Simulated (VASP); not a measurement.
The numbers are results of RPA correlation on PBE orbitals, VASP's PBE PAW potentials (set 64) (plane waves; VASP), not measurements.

VASP ran on this input.

INCAR:
```
ALGO  =  ACFDT
ENCUT  =  500
ENCUTGW  =  300
GGA  =  PE
ISMEAR  =  0
LASPH  =  .True.
LCHARG  =  .False.
LREAL  =  .False.
LWAVE  =  .False.
NBANDS  =  531
NOMEGA  =  12
PREC  =  Normal
SIGMA  =  0.01
SYSTEM  =  SiC
```

POSCAR:
```
SiC
3.0413190
  0.0000000000   0.7071066863   0.7071066863
  0.7071066863   0.0000000000   0.7071066863
  0.7071066863   0.7071066863   0.0000000000
Si C
1 1
Cartesian
  0.0000000000   0.0000000000   0.0000000000
  0.3535533431   0.3535533431   0.3535533431
```

File KPOINTS:
```
Regular mesh
0
Gamma
 4 4 4
0 0 0
```

POTCAR, in this order: Si_GW C_GW_new (PBE.64 set). Program: vasp_std. Read from the step before: WAVECAR, WAVEDER.

Output

**OUTCAR**
```
 ion  position               nearest neighbor table
   1  0.000  0.000  0.000-   2 1.86   2 1.86   2 1.86   2 1.86
   2  0.250  0.250  0.250-   1 1.86   1 1.86   1 1.86   1 1.86
  LATTYP: Found a face centered cubic cell.
 ALAT       =     4.3010740000
 Subroutine PRICEL returns:
 Original cell was already a primitive cell.
 Subroutine GETGRP returns: Found 24 space group operations
The static configuration has the point symmetry T_d .
The dynamic configuration has the point symmetry T_d .
 Subroutine INISYM returns: Found 24 space group operations
 Subroutine IBZKPT returns following result:
 Found      8 irreducible k-points:

 Following reciprocal coordinates:
            Coordinates               Weight
  0.000000  0.000000  0.000000      1.000000
  0.250000  0.000000  0.000000      8.000000
  0.500000  0.000000  0.000000      4.000000
  0.250000  0.250000  0.000000      6.000000
  0.500000  0.250000  0.000000     24.000000
 -0.250000  0.250000  0.000000     12.000000
  0.500000  0.500000  0.000000      3.000000
 -0.250000  0.500000  0.250000      6.000000
 Subroutine IBZKPT_HF returns following result:
...
```

OSZICAR:
```
energies w=
    0.000    0.311    0.000    1.019    0.000    2.013    0.000    3.605
    0.000    6.333    0.000   11.198    0.000   20.130    0.000   36.985
    0.000   69.784    0.000  136.307    0.000  282.707    0.000  707.429
NQ=   1    0.0000    0.0000    0.0000,
 performed       1562000 updates of chi_q(r,r)
NQ=   2    0.2500    0.0000    0.0000,
 performed       3124000 updates of chi_q(r,r)
NQ=   3    0.5000    0.0000    0.0000,
 performed       4686000 updates of chi_q(r,r)
NQ=   4    0.2500    0.2500    0.0000,
 performed       6248000 updates of chi_q(r,r)
NQ=   5    0.5000    0.2500    0.0000,
 performed       7810000 updates of chi_q(r,r)
NQ=   6   -0.2500    0.2500    0.0000,
 performed       9372000 updates of chi_q(r,r)
NQ=   7    0.5000    0.5000    0.0000,
 performed      10934000 updates of chi_q(r,r)
NQ=   8   -0.2500    0.5000    0.2500,
 performed      12496000 updates of chi_q(r,r)
```

File OUTCAR:
```


      cutoff energy     smooth cutoff   RPA   correlation   Hartree contr. to MP2
---------------------------------------------------------------------------------
            300.000           240.000      -12.6924733190      -19.9449849871
            285.714           228.571      -12.6578908288      -19.9088274035
            272.109           217.687      -12.6196194268      -19.8686822761
            259.151           207.321      -12.5787207650      -19.8256307965
            246.811           197.449      -12.5344233391      -19.7787898159
            235.058           188.046      -12.4855883643      -19.7269249532
            223.865           179.092      -12.4338473984      -19.6716647968
            213.204           170.564      -12.3777058543      -19.6112933280
  linear regression
  converged value                          -13.1646056182      -20.4460221927
```
(Selected blocks of OUTCAR.)

The mesh is coarse, so the correlation energy is not converged in k-points.

The compound is SiC in the zinc blende structure. This cell is one point of a volume scan, at 0.96 of the reference volume. The k-mesh is coarse (spacing up to 0.63 per Å, 2π included), so the numbers may not be converged in it.
